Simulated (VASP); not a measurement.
An input for Quantum ESPRESSO's pw.x (written as the equivalent of a VASP run, and not itself run):

```
&CONTROL
  calculation = 'scf'
  pseudo_dir = './pseudo'
  outdir = './out'
  tprnfor = .true.
  tstress = .true.
/
&SYSTEM
  ibrav = 0
  nat = 12
  ntyp = 2
  ecutwfc = 88
  occupations = 'smearing'
  smearing = 'gaussian'
  degauss = 0.009996
  input_dft = 'pbe'
/
&ELECTRONS
  conv_thr = 7.3e-08
  electron_maxstep = 100
/
ATOMIC_SPECIES
  H 1.008 H.upf
  Na 22.990 Na.upf
CELL_PARAMETERS angstrom
     3.4353190    0.0000000    0.0000000
    -3.4353190    3.4353190    0.0000000
     0.0000000    0.0000000   21.9321000
ATOMIC_POSITIONS crystal
  H    0.0000000  0.5000000  0.3367850
  H    0.0000000  0.0000000  0.2279760
  H    0.0000000  0.5000000  0.5544070
  H    0.0000000  0.0000000  0.4455930
  H    0.0000000  0.5000000  0.7720240
  H    0.0000000  0.0000000  0.6632150
  Na   0.0000000  0.0000000  0.3367850
  Na   1.0000000  0.5000000  0.2279760
  Na   0.0000000  0.0000000  0.5544070
  Na   1.0000000  0.5000000  0.4455930
  Na   0.0000000  0.0000000  0.7720240
  Na   1.0000000  0.5000000  0.6632150
K_POINTS automatic
  7 7 1 0 0 0
```

Write the VASP files for the same calculation (PBE).

One answer among several that fit: 
### POSCAR
```
NaH
1
    3.4353190000     0.0000000000     0.0000000000
   -3.4353190000     3.4353190000     0.0000000000
    0.0000000000     0.0000000000    21.9321000000
H Na
6 6
Direct
  0.0000000000   0.5000000000   0.3367850000
  0.0000000000   0.0000000000   0.2279760000
  0.0000000000   0.5000000000   0.5544070000
  0.0000000000   0.0000000000   0.4455930000
  0.0000000000   0.5000000000   0.7720240000
  0.0000000000   0.0000000000   0.6632150000
  0.0000000000   0.0000000000   0.3367850000
  1.0000000000   0.5000000000   0.2279760000
  0.0000000000   0.0000000000   0.5544070000
  1.0000000000   0.5000000000   0.4455930000
  0.0000000000   0.0000000000   0.7720240000
  1.0000000000   0.5000000000   0.6632150000
```

KPOINTS:
```
Automatic mesh
0
Gamma
7 7 1
0 0 0
```

**INCAR**
```
# general
SYSTEM = NaH
PREC   = Accurate
ENCUT  = 300
LREAL  = .False.
LASPH  = .True.

# electronic loop
EDIFF  = 1E-6
NELM   = 100
ALGO   = Normal

# smearing
ISMEAR = 0
SIGMA  = 0.136

# functional
GGA    = PE

# ions
ISIF   = 2

# output
LWAVE  = .False.
LCHARG = .False.
```

POTCAR, in this order: H Na_pv (PBE.64 set). Program: vasp_std.

The two are equivalent in intent, not identical: the potentials are each code's own (VASP's PAW set, PseudoDojo norm-conserving files in pw.x), so ENCUT and ecutwfc are chosen apart and not converted; conv_thr bounds pw.x's estimated SCF error, while EDIFF bounds the energy change between steps.

The cell is a sheet with vacuum, built from a database entry that may be metastable or hypothetical.
